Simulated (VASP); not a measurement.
An input for Quantum ESPRESSO's pw.x (written as the equivalent of a VASP run, and not itself run):

```
&CONTROL
  calculation = 'scf'
  pseudo_dir = './pseudo'
  outdir = './out'
  tprnfor = .true.
  tstress = .true.
/
&SYSTEM
  ibrav = 0
  nat = 3
  ntyp = 2
  ecutwfc = 88
  occupations = 'smearing'
  smearing = 'gaussian'
  degauss = 0.003675
  input_dft = 'pw91'
/
&ELECTRONS
  conv_thr = 7.3e-09
  electron_maxstep = 100
/
ATOMIC_SPECIES
  Be 9.012 Be.upf
  C 12.011 C.upf
CELL_PARAMETERS angstrom
     0.0000000    2.1854461    2.1854461
     2.1854461    0.0000000    2.1854461
     2.1854461    2.1854461    0.0000000
ATOMIC_POSITIONS crystal
  Be   0.2500000  0.2500000  0.2500000
  Be   0.7500000  0.7500000  0.7500000
  C    0.0000000  0.0000000  0.0000000
K_POINTS automatic
  9 9 9 0 0 0
```

Problem. Write the VASP files for the same calculation (PW91).

Solution. This is not unique; one that fits is 
### KPOINTS
```
Automatic mesh
0
Gamma
9 9 9
0 0 0
```

INCAR:
```
ENCUT = 520   # plane-wave cut-off (eV)
SYSTEM = Be2C
NELM = 100   # most electronic steps
ISIF = 2   # forces and stress, cell fixed
ALGO = Normal   # blocked Davidson
GGA = 91   # PW91
PREC = Accurate
ISMEAR = 0   # Gaussian
LCHARG = F
SIGMA = 0.05   # width (eV)
LREAL = F
EDIFF = 1E-7   # SCF stop (eV)
LASPH = T   # aspherical one-centre terms
LWAVE = F
```

**POSCAR**
```
Be2C
1
    0.0000000000     2.1854460901     2.1854460901
    2.1854460901     0.0000000000     2.1854460901
    2.1854460901     2.1854460901     0.0000000000
Be C
2 1
Direct
  0.2500000000   0.2500000000   0.2500000000
  0.7500000000   0.7500000000   0.7500000000
  0.0000000000   0.0000000000   0.0000000000
```

POTCAR, in this order: Be C (PBE.64 set). Program: vasp_std.

Limits of the translation: the potentials are each code's own (VASP's PAW set, PseudoDojo norm-conserving files in pw.x), so ENCUT and ecutwfc are chosen apart and not converted; conv_thr bounds pw.x's estimated SCF error, while EDIFF bounds the energy change between steps.

The compound is Be2C in the antifluorite structure. This cell is one point of a volume scan, at 1.03 of the reference volume.
